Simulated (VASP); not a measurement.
The input files of a VASP run:

### KPOINTS
```
Automatic mesh
0
Gamma
  7 7 5
0 0 0
```

### POSCAR
```
GaAs
5.3809980
  0.7174860500   0.0000000000   0.0000000000
 -0.3587431179   0.6213611304   0.0000000000
  0.0000000000   0.0000000000   1.0000000000
Ga As
2 2
Cartesian
  0.0000000000   0.0000000000   0.0000000000
  0.0000000000   0.0000000000   0.5000000000
 -0.0000004207   0.4142409607   0.2500000000
  0.3587433528   0.2071201697   0.7500000000
```

INCAR:
```
! general
SYSTEM       =GaAs
PREC         =Accurate
ENCUT        =300
LREAL        =F
LASPH        =T

! electronic loop
EDIFF        =1E-6
NELM         =100
ALGO         =Normal
LMAXMIX      =4

! smearing
ISMEAR       =-1
SIGMA        =0.1

! functional
GGA          =PE
GGA_COMPAT   =F

! spin
MAGMOM       =12*0.0
LSORBIT      =T
LNONCOLLINEAR=T

! ions
ISIF         =2

! output
LWAVE        =F
LCHARG       =F
LORBIT       =11
```

POTCAR, in this order: Ga_d As (PBE.64 set). Program: vasp_ncl.

### Question
Write an equivalent input for Quantum ESPRESSO's pw.x.

### Answer
One equivalent input (not run):
```
&CONTROL
  calculation = 'scf'
  pseudo_dir = './pseudo'
  outdir = './out'
  tprnfor = .true.
  tstress = .true.
/
&SYSTEM
  ibrav = 0
  nat = 4
  ntyp = 2
  ecutwfc = 84
  occupations = 'smearing'
  smearing = 'fermi-dirac'
  degauss = 0.00735
  input_dft = 'pbe'
  noncolin = .true.
  lspinorb = .true.
/
&ELECTRONS
  conv_thr = 7.3e-08
  electron_maxstep = 100
/
ATOMIC_SPECIES
  Ga 69.723 Ga.upf
  As 74.922 As.upf
CELL_PARAMETERS angstrom
     3.8607910    0.0000000    0.0000000
    -1.9303960    3.3435430    0.0000000
     0.0000000    0.0000000    5.3809980
ATOMIC_POSITIONS crystal
  Ga   0.0000000  0.0000000  0.0000000
  Ga   0.0000000  0.0000000  0.5000000
  As   0.3333330  0.6666670  0.2500000
  As   0.6666670  0.3333330  0.7500000
K_POINTS automatic
  7 7 5 0 0 0
```
What does not carry over: the potentials are each code's own (VASP's PAW set, PseudoDojo norm-conserving files, fully relativistic, in pw.x), so ENCUT and ecutwfc are chosen apart and not converted; conv_thr bounds pw.x's estimated SCF error, while EDIFF bounds the energy change between steps.

The structure was generated: GaAs was put into an ordered model structure, which need not be its known phase. The cell was not relaxed at this level. The run is one of a series of settings (GGA_COMPAT = .FALSE., LNONCOLLINEAR = .TRUE., LSORBIT = .TRUE., MAGMOM = 0.0 0.0 0.0 0.0 0.0 0.0 0.0 0.0 0.0 0.0 0.0 0.0, program vasp_ncl against the base run), some of them coarse on purpose.
